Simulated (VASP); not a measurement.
Output of a VASP run:

**OSZICAR**
```
...
DAV:   5    -0.455276712333E+02   -0.10623E-02   -0.10619E-02  1884   0.906E-01    0.827E+00
DAV:   6    -0.416072550232E+02    0.39204E+01   -0.20470E+00  1724   0.107E+01    0.604E+00
DAV:   7    -0.379540369673E+02    0.36532E+01   -0.34716E-01  1740   0.647E+00    0.132E+00
DAV:   8    -0.394814545850E+02   -0.15274E+01   -0.11580E+00  1640   0.895E+00    0.137E+00
DAV:   9    -0.403028532098E+02   -0.82140E+00   -0.12211E-01  1768   0.332E+00    0.740E-01
DAV:  10    -0.401152139877E+02    0.18764E+00   -0.15673E-02  1632   0.151E+00    0.616E-01
DAV:  11    -0.395221217587E+02    0.59309E+00   -0.21246E-01  1608   0.460E+00    0.211E-01
DAV:  12    -0.397233431473E+02   -0.20122E+00   -0.42566E-02  1556   0.244E+00    0.154E-01
DAV:  13    -0.397233492916E+02   -0.61443E-05   -0.27072E-04  1980   0.153E-01    0.147E-01
DAV:  14    -0.397519418395E+02   -0.28593E-01   -0.72269E-03  1532   0.104E+00    0.190E-01
DAV:  15    -0.397500801626E+02    0.18617E-02   -0.29368E-04  1852   0.195E-01    0.399E-02
DAV:  16    -0.397545463184E+02   -0.44662E-02   -0.14509E-03  1584   0.513E-01    0.270E-01
DAV:  17    -0.397546006156E+02   -0.54297E-04   -0.18223E-04  1596   0.158E-01    0.248E-01
DAV:  18    -0.397547454205E+02   -0.14480E-03   -0.48936E-05  1676   0.845E-02    0.205E-01
DAV:  19    -0.397548411413E+02   -0.95721E-04   -0.36152E-05  1676   0.731E-02    0.447E-02
DAV:  20    -0.397548498040E+02   -0.86627E-05   -0.30891E-06  1808   0.203E-02    0.431E-02
DAV:  21    -0.397548529056E+02   -0.31016E-05   -0.14343E-06  1600   0.131E-02    0.159E-02
DAV:  22    -0.397548550218E+02   -0.21162E-05   -0.95350E-07  1232   0.112E-02    0.363E-03
DAV:  23    -0.397548550952E+02   -0.73387E-07   -0.34920E-07  1092   0.544E-03
   1 F= -.39754855E+02 E0= -.39754893E+02  d E =-.397549E+02
       N       E                     dE             d eps       ncg     rms          rms(c)
DAV:   1    -0.397552010970E+02   -0.34608E-03   -0.11913E-02  1520   0.941E-01    0.652E-02
DAV:   2    -0.397549870454E+02    0.21405E-03   -0.27018E-04  1728   0.134E-01    0.392E-02
DAV:   3    -0.397548893640E+02    0.97681E-04   -0.29836E-04  1740   0.135E-01    0.801E-03
DAV:   4    -0.397549232950E+02   -0.33931E-04   -0.28882E-05  1624   0.651E-02    0.618E-03
DAV:   5    -0.397549002430E+02    0.23052E-04   -0.27039E-05  1588   0.662E-02    0.380E-03
DAV:   6    -0.397549371570E+02   -0.36914E-04   -0.10766E-05  1544   0.401E-02    0.893E-04
DAV:   7    -0.397549370705E+02    0.86459E-07   -0.10071E-07  1264   0.403E-03
   2 F= -.39754937E+02 E0= -.39754975E+02  d E =-.819753E-04
       N       E                     dE             d eps       ncg     rms          rms(c)
DAV:   1    -0.397549374817E+02   -0.32470E-06   -0.70028E-06  1584   0.229E-02    0.168E-03
DAV:   2    -0.397549372031E+02    0.27852E-06   -0.18654E-07  1008   0.481E-03
   3 F= -.39754937E+02 E0= -.39754975E+02  d E =-.821079E-04
       N       E                     dE             d eps       ncg     rms          rms(c)
DAV:   1    -0.397550525578E+02   -0.11508E-03   -0.22574E-03  1528   0.396E-01    0.311E-02
DAV:   2    -0.397550205690E+02    0.31989E-04   -0.53308E-05  1572   0.601E-02    0.175E-02
DAV:   3    -0.397550018651E+02    0.18704E-04   -0.62349E-05  1760   0.552E-02    0.359E-03
DAV:   4    -0.397550032117E+02   -0.13466E-05   -0.23889E-06  1436   0.158E-02    0.172E-03
DAV:   5    -0.397550030226E+02    0.18912E-06   -0.29557E-07  1032   0.710E-03
   4 F= -.39755003E+02 E0= -.39755041E+02  d E =-.658195E-04
```

File OUTCAR:
```
------------------------ aborting loop because EDIFF is reached ----------------------------------------
  FORCE on cell =-STRESS in cart. coord.  units (eV):
  Direction    XX          YY          ZZ          XY          YZ          ZX
  --------------------------------------------------------------------------------------
  Total        0.0787591      0.0787591      0.0747382      0.0000000      0.0000000      0.0000000
  in kB        3.4725750      3.4725734      3.2952880      0.0000000      0.0000000      0.0000000
  external PRESSURE =       3.4134788 kB  Pullay stress =       0.0000000 kB
  volume of cell :       36.34
      direct lattice vectors                 reciprocal lattice vectors
     1.228518648 -2.127856225 -0.000000000     0.406994229 -0.234978282  0.000000000
     1.228518648  2.127856225 -0.000000000     0.406994229  0.234978282  0.000000000
    -0.000000000 -0.000000000  6.950336634     0.000000000  0.000000000  0.143877923
 POSITION                                       TOTAL-FORCE (eV/Angst)
 -----------------------------------------------------------------------------------
      1.22852     -2.12786      1.73758         0.000000      0.000000      0.000000
     -0.00000     -0.00000      5.21275        -0.000000     -0.000000     -0.000000
      1.22852      0.70929      1.73758         0.000000      0.000000     -0.000000
      1.22852     -0.70929      5.21275         0.000000     -0.000000     -0.000000
 -----------------------------------------------------------------------------------
    total drift:                                0.000000     -0.000000      0.000000
  FREE ENERGIE OF THE ION-ELECTRON SYSTEM (eV)
  ---------------------------------------------------
  free  energy   TOTEN  =       -39.7550030226 eV

  energy  without entropy=      -39.7551172044  energy(sigma->0) =      -39.75504108

 reached required accuracy - stopping structural energy minimisation
```
(Selected blocks of OUTCAR.)

POSCAR:
```
C
1
    1.2290554826    -2.1287860491     0.0000000000
    1.2290554826     2.1287860491     0.0000000000
    0.0000000000     0.0000000000     6.9370345427
C
4
Direct
  0.0000000000   0.0000000000   0.2500000000
  0.0000000000   0.0000000000   0.7500000000
  0.3333330000   0.6666670000   0.2500000000
  0.6666670000   0.3333330000   0.7500000000
```

### Question
Write an INCAR and KPOINTS that could have produced this output.

### Answer
Several could match; the one computed here: the input of the run itself, r2SCAN meta-GGA, plane waves, VASP's PBE PAW potentials (set 64).

File KPOINTS:
```
Automatic mesh
0
Gamma
13 13 4
0 0 0
```

**INCAR**
```
SYSTEM=C
PREC=Accurate; ENCUT=520; LREAL=.FALSE.
LASPH=.TRUE.
EDIFF=1E-6; NELM=100; ALGO=Normal
LMIXTAU=.TRUE.
ISMEAR=1; SIGMA=0.1
METAGGA=R2SCAN
IBRION=2; NSW=60; ISIF=3
EDIFFG=-0.02
LWAVE=.FALSE.; LCHARG=.FALSE.
```

POTCAR, in this order: C (PBE.64 set). Program: vasp_std.

The compound is C in the graphite structure. This run relaxes it. Symmetry was kept, so distortions that lower it aren't found. The start is the result of an earlier pass.
